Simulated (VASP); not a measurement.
An input for Ansatz (written as the equivalent of a VASP run, and not itself run):

Ansatz 0.2 input:
```yaml
crystal:
  lattice:
    - [1.6280787, -2.8199147, 0.0000000]
    - [1.6280787, 2.8199147, 0.0000000]
    - [0.0000000, 0.0000000, 12.8151386]
  atoms:
    - { symbol: W, position: [0.3333330, 0.6666670, 0.2500000] }
    - { symbol: W, position: [0.6666670, 0.3333330, 0.7500000] }
    - { symbol: Se, position: [0.3333330, 0.6666670, 0.8802198] }
    - { symbol: Se, position: [0.6666670, 0.3333330, 0.3802198] }
    - { symbol: Se, position: [0.6666670, 0.3333330, 0.1197802] }
    - { symbol: Se, position: [0.3333330, 0.6666670, 0.6197802] }
kpoints:
  mp_grid: { grid: [7, 7, 2] }
hamiltonian:
  xc: lda
  pseudopotentials: { kind: paw }
scf:
  occupations: { method: gaussian, width: 0.05 }
  max_iter: 100
relax:
  max_steps: 30
  f_tol: 0.001
output: { forces: true, stress: true, eigenvalues: true }
```

Problem. Translate this input to VASP (INCAR, KPOINTS, POSCAR, choice of POTCAR).

Solution. One answer among several that fit: 
POSCAR:
```
WSe2
1.0
  1.6280787169  -2.8199147390   0.0000000000
  1.6280787169   2.8199147390   0.0000000000
  0.0000000000   0.0000000000  12.8151385968
W Se
2 4
Cartesian
  1.6280787169   0.9399734596   3.2037846492
  1.6280787169  -0.9399734596   9.6113539476
  1.6280787169   0.9399734596  11.2801380945
  1.6280787169  -0.9399734596   4.8725687961
  1.6280787169  -0.9399734596   1.5350005023
  1.6280787169   0.9399734596   7.9425698007
```

File KPOINTS:
```
Regular mesh
0
gamma
 7 7 2
0 0 0
```

INCAR:
```
EDIFF=1E-8
EDIFFG=-0.001   # ionic stop
NELM=100   # most electronic steps
IBRION=1   # quasi-Newton
ISIF=2
LREAL=F
LMAXMIX=6   # l cut-off of mixed one-centre charges
SYSTEM=WSe2
LWAVE=F
LASPH=T   # aspherical one-centre terms
ISMEAR=0   # Gaussian
ALGO=Normal   # blocked Davidson
PREC=Accurate
SIGMA=0.05   # width (eV)
LCHARG=F
ENCUT=400   # plane-wave cut-off (eV)
NSW=30   # most ionic steps
```

POTCAR, in this order: W_sv Se (LDA.64 set). Program: vasp_std.

What does not carry over: each code has its own PAW files, so the cut-off isn't converted (ENCUT is set for VASP's; basis.ecutwfc is left out, and Ansatz then takes the one that its files recommend); Ansatz stops its SCF on the density residual and VASP on the energy change (EDIFF); Ansatz's lda is the Perdew-Wang form, while the LDA potentials of VASP carry Perdew-Zunger's.

The compound is WSe2 in the 2H layered structure. This run relaxes the ions in a fixed cell. Symmetry was kept, so distortions that lower it aren't found. The start is the result of an earlier pass.
